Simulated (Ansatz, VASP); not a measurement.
# KI: VASP beside Ansatz, part 2 of 2

Aim: how closely do two programs agree when they are given the same cell, functional and k mesh? The cell is taken from a series of runs on this material, whose earlier steps may have relaxed, scaled, displaced or heated it; both programs get it as it stands.

VASP 6.6.1 and Ansatz 0.2.0.

So far: Set-up; Ansatz: relaxation of cell and atoms, PBE; VASP: relaxation of cell and atoms, PBE; Comparison.

## 5. VASP: zone-centre phonons, PBE

Level of this step: PBE; plane waves and PAW (K_sv, I) (VASP).

Second derivatives magnify differences that forces hide, and they need a tight electronic threshold.

Input file INCAR:

```
SYSTEM = KI
PREC = Accurate
ENCUT = 500
EDIFF = 1E-08
NELM = 120
ISMEAR = 0
SIGMA = 0.01
LREAL = .FALSE.
ALGO = Normal
GGA = PE
NBANDS = 14
LORBIT = 11
LWAVE = .FALSE.
LCHARG = .FALSE.
ISIF = 2
IBRION = 8
LEPSILON = .TRUE.
LASPH = .TRUE.
GGA_COMPAT = .FALSE.
EFERMI = MIDGAP
```

Input file POSCAR:

```
KI
1.0
    0.0000000000      3.5904336775      3.5904336775
    3.5904336775      0.0000000000      3.5904336775
    3.5904336775      3.5904336775      0.0000000000
K I
1 1
Direct
    0.0000000000      0.0000000000      0.0000000000
    0.5000000000      0.5000000000      0.5000000000
```

Input file KPOINTS:

```
Automatic mesh
0
Gamma
6 6 6
0 0 0
```

The projector-augmented-wave data sets are K_sv and I (PBE family, release 64).

Launch:

```sh
$ mpirun -np 1 vasp_std
```

Numbers of over 12 decimals in the logs are rounded to 6 here.

What it wrote:

```text
[... set-up lines as in an earlier step ...]
 entering main loop
       N       E                     dE             d eps       ncg     rms          rms(c)
DAV:   1     0.877123928552E+02    0.87712E+02   -0.63794E+03   448   0.941E+02
DAV:   2     0.216314365358E+00   -0.87496E+02   -0.81550E+02   532   0.219E+02
DAV:   3    -0.538170027960E+01   -0.55980E+01   -0.55659E+01   620   0.483E+01
DAV:   4    -0.565358360296E+01   -0.27188E+00   -0.27166E+00   750   0.912E+00
[...]
DAV:  15    -0.556504144412E+01    0.67618E-07   -0.17956E-08   544   0.971E-04    0.822E-04
DAV:  16    -0.556504147775E+01   -0.33626E-07   -0.18213E-09   326   0.250E-04    0.190E-04
DAV:  17    -0.556504148381E+01   -0.60600E-08   -0.54890E-10   260   0.133E-04
   1 F= -.55650415E+01 E0= -.55650415E+01  d E =0.000000E+00
 Linear response reoptimize wavefunctions to high precision
DAV:   1    -0.556504148288E+01    0.92905E-09   -0.84619E-11   284   0.564E-05
DAV:   2    -0.556504148287E+01    0.68212E-11   -0.39601E-11   242   0.278E-05
 Linear response G [H, r] |phi>, progress :
  Direction:   1
[...]
RMM:  17    -0.320326463090E+00    0.49765E-08    0.34966E-08  1474   0.141E-05    0.106E-06
 first order change of Fermi-energy  -0.12751E-03
 force on displaced ion       1 direction 1 :  -0.857   0.000   0.000
 Born effective charge ion    1 direction 1 :   1.156   0.000   0.000
 Linear response progress:
  Degree of freedom:   2/  2
       N       E                     dE             d eps       ncg     rms          rms(c)
RMM:   1    -0.862322562367E-01   -0.86232E-01    0.62568E-02  1806   0.964E-01
RMM:   2    -0.861478837602E-01    0.84372E-04   -0.19278E-03  1493   0.226E-01    0.385E-02
RMM:   3    -0.864964842292E-01   -0.34860E-03   -0.24073E-04  1598   0.663E-02    0.271E-02
RMM:   4    -0.867941589275E-01   -0.29767E-03   -0.51249E-05  1600   0.286E-02    0.111E-02
[...]
RMM:  13    -0.869901348452E-01    0.28149E-07    0.26779E-07  1873   0.237E-05    0.477E-06
RMM:  14    -0.869901075007E-01    0.27345E-07    0.30750E-07  1944   0.109E-05    0.130E-06
RMM:  15    -0.869901008135E-01    0.66871E-08    0.29516E-08  1892   0.464E-06    0.187E-06
 first order change of Fermi-energy   0.31217E-03
 force on displaced ion       2 direction 1 :  -0.861   0.000   0.000
 Born effective charge ion    2 direction 1 :  -1.156   0.000   0.000
 Born effective charges drift removed
 Linear response finished
```

From OUTCAR (step 5):

```text
  Total        0.0148794      0.0148794      0.0148794     -0.0000000     -0.0000000      0.0000000
  in kB        0.2575292      0.2575292      0.2575292     -0.0000000     -0.0000000      0.0000000
  external PRESSURE =       0.2575292 kB  Pullay stress =       0.0000000 kB

 POSITION                                       TOTAL-FORCE (eV/Angst)
 -----------------------------------------------------------------------------------
      0.00000      0.00000      0.00000        -0.000000      0.000000      0.000000
      3.59043      3.59043      3.59043         0.000000      0.000000      0.000000
 -----------------------------------------------------------------------------------
    total drift:                                0.000000     -0.000000     -0.000000

 MACROSCOPIC STATIC DIELECTRIC TENSOR (including local field effects in DFT)
 ------------------------------------------------------
           2.801888     0.000000     0.000000
          -0.000000     2.801888     0.000000
           0.000000     0.000000     2.801888
 ------------------------------------------------------

 MACROSCOPIC STATIC DIELECTRIC TENSOR IONIC CONTRIBUTION
 ------------------------------------------------------
           3.040781     0.000000    -0.000000
           0.000000     3.040781    -0.000000
          -0.000000    -0.000000     3.040781
 ------------------------------------------------------

[... 1 part as in an earlier step ...]

[... 1 further part left out ...]
```

## 6. Ansatz: zone-centre phonons, PBE

The same cell, functional and mesh now go to Ansatz, which takes its cutoff from its data sets.

The cell is taken from a series of runs on this material, whose earlier steps may have relaxed, scaled, displaced or heated it; both programs get it as it stands.

Input file input.yaml:

```yaml
crystal:
  lattice:
    - [0.0, 3.5904336775, 3.5904336775]
    - [3.5904336775, 0.0, 3.5904336775]
    - [3.5904336775, 3.5904336775, 0.0]
  atoms:
    - { symbol: K, position: [0.0, 0.0, 0.0] }
    - { symbol: I, position: [0.5, 0.5, 0.5] }
kpoints:
  mp_grid: { grid: [6, 6, 6] }
hamiltonian:
  xc: pbe
  pseudopotentials: { kind: nc, accuracy: standard }
scf:
  occupations: { method: fixed }
output:
  eigenvalues: true
phonons:
  method: dfpt
  dielectric: true
  rigid_motions: translations
```

Launch:

```sh
$ ansatz run input.yaml --threads 4 --pin off --max-ram 7168MiB --backend cpu --events-out ev --progress --plain --runs-dir out
```

What it wrote:

```text
[...]
Crystal: 2 atoms, lattice volume = 92.570 Å³
Basis set: ecut = 1006.821291 eV, 6735 PW (Γ), exchange–correlation on 108×108×108 points (8 copies of the dense FFT grid, shifted against one another)
Bands: 12, of which v1, the nominal top of the filled ones, is band 8 counted from 1 (7 counted from 0)
Symmetry: 48 space group operations
k-points: 30 of 216 (irreducible under 8 space group operations, time reversal used)
[...]
optical modes at Γ + LO–TO along q̂ = [1.0000, 0.0000, 0.0000]:
      ω (cm⁻¹)  modes    IR ((D/Å)²/amu)
[...]
optical modes at Γ + LO–TO along q̂ = [0.0000, 1.0000, 0.0000]:
      ω (cm⁻¹)  modes    IR ((D/Å)²/amu)
         87.72      2             2.0640
        127.19      1             1.0320
  optical modes at Γ + LO–TO along q̂ = [0.0000, 0.0000, 1.0000]:
      ω (cm⁻¹)  modes    IR ((D/Å)²/amu)
         87.72      2             2.0640
        127.19      1             1.0320
[key lines of the parts left out:]
SCF converged after 8 iterations
Free energy (F): -1172.908197 eV
Fermi energy:    1.052333 eV
```

## 7. Side by side

What differs besides the data sets and the points named for the pairs above, as far as they apply: VASP's response is taken on the typed mesh, Ansatz refines its own for the field response alone. Total energies have different zeros and are not compared.

The two programs side by side:

```tsv
quantity	Ansatz	VASP	difference
ε∞ xx	2.80	2.80	+0.04 %
ε∞ yy	2.80	2.80	+0.04 %
ε∞ zz	2.80	2.80	+0.04 %
Born charge of K1 (mean of the diagonal) (e)	1.16	1.16	0.00
Born charge of I2 (mean of the diagonal) (e)	-1.16	-1.16	0.00
optical mode 1 to 3 (cm⁻¹)	87.7	88.3	-0.71 %
```

Modes are paired by rising frequency, not by their patterns, so a pair may set unlike modes beside each other; they are those without the splitting of longitudinal modes.

## 8. Outcome

```
difference in volume (relaxation of cell and atoms, PBE)                                                          : -0.24 %
r.m.s. difference of the optical zone-centre modes, each program's sorted by frequency (zone-centre phonons, PBE) : 0.62 cm⁻¹
difference in optical mode 1 to 3 (zone-centre phonons, PBE)                                                      : -0.7 %
```

What this shows: The difference in volume is -0.24 % (relaxation of cell and atoms, PBE), within the 1.2 % picked in this series as the mark of a large difference, as far as the stopping tolerances let one tell. Among the rows given in per cent, the largest difference of the zone-centre phonons, PBE pair is in optical mode 1 to 3, -0.7 %. Such differences can come from data sets, numerical settings and the points named under the comparisons, not from the functional's error against experiment.

[Lines on the potential files, build, host, timing and source positions are cut from VASP's logs without a mark.]

[Logs are printed without paths, hosts, clocks, repeated set-up lines and the standing remarks that a program may print on its own settings, such as how far it seeks lower states.]

[Hosts, paths, dates, database ids (printed as entryN), source tags and the programs' standing remarks are cut or masked in the printed files.]
